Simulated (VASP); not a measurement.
CdS:

```xyz
2
Lattice="0.0000 2.9165 2.9165 2.9165 0.0000 2.9165 2.9165 2.9165 0.0000" Properties=species:S:1:pos:R:3 pbc="T T T"
Cd    0.0000    0.0000    0.0000
S     1.4583    1.4583    1.4583
```

| Quantity | Value |
| --- | --- |
| Program | VASP 6.6.1 |
| Task | relaxation of cell and atoms |
| Functional | PBE |
| Potentials or basis | VASP PAW PBE potentials, release 64 (Cd, S) |
| Cutoff | 520 eV |
| k mesh | 6 × 6 × 6 |
| Occupations | gaussian, width 0.02 eV |
| Spin | no spin polarisation |

At the start: pressure 3.2 GPa; volume 24.81 Å³/atom.

Problem. Where does the relaxation end?

Solution. Over 5 steps the energy falls by 12.9 meV/atom and the volume is 26.16 Å³/atom (+5.5 %); space group F-43m (No. 216, to 0.05 Å).

Step by step:
```
step  energy change (eV)  largest force (eV/Å)  pressure (GPa)  volume (Å³)
   1              0.0000                0.0000            3.22        49.62
   2             -0.0231                0.0000           -0.93        53.28
   3             -0.0259                0.0000            0.01        52.32
   4             -0.0259                0.0000           -0.05        52.37
   5             -0.0259                0.0000            0.01        52.32
```

Final structure:
```yaml
crystal:
  lattice:
    - [0.00000, 2.96856, 2.96856]
    - [2.96856, 0.00000, 2.96856]
    - [2.96856, 2.96856, 0.00000]
  atoms:
    - { symbol: Cd, position: [0.00000, 0.00000, 0.00000] }
    - { symbol: S, position: [0.25000, 0.25000, 0.25000] }
```
